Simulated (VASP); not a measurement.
Zr3MoC:

```
Zr Mo C
1.0
     4.94251    0.00000    0.00000
     0.00000    4.94251    0.00000
     0.00000    0.00000    4.94251
Zr Mo C
3 1 1
Direct
  0.50000 0.00000 0.00000
  0.00000 0.50000 0.00000
  0.00000 0.00000 0.50000
  0.00000 0.00000 0.00000
  0.50000 0.50000 0.50000
```

The cell was built by a generator and needn't be a form met in nature.

```yaml
Program: VASP 6.6.1
Task: relaxation of cell and atoms
Functional: LDA
Potentials_or_basis: VASP PAW LDA potentials, release 64 (Zr_sv, Mo_sv, C)
Cutoff: 600 eV
k_mesh: 5 × 5 × 5
Occupations: fermi-dirac, width 0.05 eV
Spin: no spin polarisation
```

At the start: pressure -4.4 GPa; volume 24.15 Å³/atom.

Q: Where does the relaxation end?

A: Over 3 steps the energy falls by 18.4 meV/atom and the volume is 22.85 Å³/atom (-5.4 %); space group Pm-3m (No. 221, to 0.05 Å).

Step by step:
```tsv
step	energy change (eV)	largest force (eV/Å)	pressure (GPa)	volume (Å³)
1	0.0000	0.0000	-4.36	120.74
2	-0.0389	0.0000	3.76	109.62
3	-0.0918	0.0000	-0.02	114.27
```

Final structure:
```
Zr Mo C
1.0
     4.85258    0.00000    0.00000
     0.00000    4.85258    0.00000
     0.00000    0.00000    4.85258
Zr Mo C
3 1 1
Cartesian
  2.4263 0.0000 0.0000
  0.0000 2.4263 0.0000
  0.0000 0.0000 2.4263
  0.0000 0.0000 0.0000
  2.4263 2.4263 2.4263
```
